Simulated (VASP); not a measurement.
Data:

```xyz
2
Lattice="0.0000 3.2065 3.2065 3.2065 0.0000 3.2065 3.2065 3.2065 0.0000" Properties=species:S:1:pos:R:3 pbc="T T T"
Sn     0.0000     0.0000     0.0000
Te     3.2065     3.2065     3.2065
```

Level of theory: optB88-vdW, VASP's PBE PAW potentials (set 64) (plane waves; VASP 6.6.1). Settings: 520 eV cut-off, 8×8×8 Γ-centred mesh, tetrahedra with Blöchl corrections, potentials Sn_d Te.

Unless said otherwise, spin-orbit coupling is left out, though it shifts the bands of the heavy elements here.

Question: Predict the energy per atom (σ→0), band gap (on the k-mesh) with the smallest direct gap where there is one.

Answer: 
- band gap (on the k-mesh) = 0.13 eV
- smallest direct gap (on the k-mesh) = 0.13 eV
- energy per atom (σ→0) = -116.7 kJ/mol-atom

The compound is SnTe in the rock salt structure, which distorts at low temperature. It was relaxed first.
